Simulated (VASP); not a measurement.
Input:

```
CuGaSe2
1.0
   -2.75906     2.75906     5.47161
    2.75906    -2.75906     5.47161
    2.75906     2.75906    -5.47161
Ga Cu Se
2 2 4
Direct
  0.50000   0.50000   0.00000
  0.25000   0.75000   0.50000
  0.00000   0.00000   0.00000
  0.75000   0.25000   0.50000
  0.87500   0.88368   0.50868
  0.11632   0.62500   0.99132
  0.37500   0.36632   0.49132
  0.63368   0.12500   0.00868
```

Calculation: LDA (Ceperley-Alder, Perdew-Zunger), VASP's LDA PAW potentials (set 64) (plane waves; VASP). Run with 400 eV cut-off, 6×6×6 Γ-centred mesh, tetrahedra with Blöchl corrections, potentials Ga_d Cu Se.

**Question.** What does the run give for the energy per atom (σ→0), band gap (on the k-mesh) with the smallest direct gap where there is one?

**Answer.** 
```yaml
band gap (on the k-mesh): 0.21 eV
smallest direct gap (on the k-mesh): 0.21 eV
energy per atom (σ→0): -4619 meV/atom
```

The absolute energy has meaning only against runs of the same code, potentials and settings.

The compound is CuGaSe2 in the chalcopyrite structure. It was relaxed first.
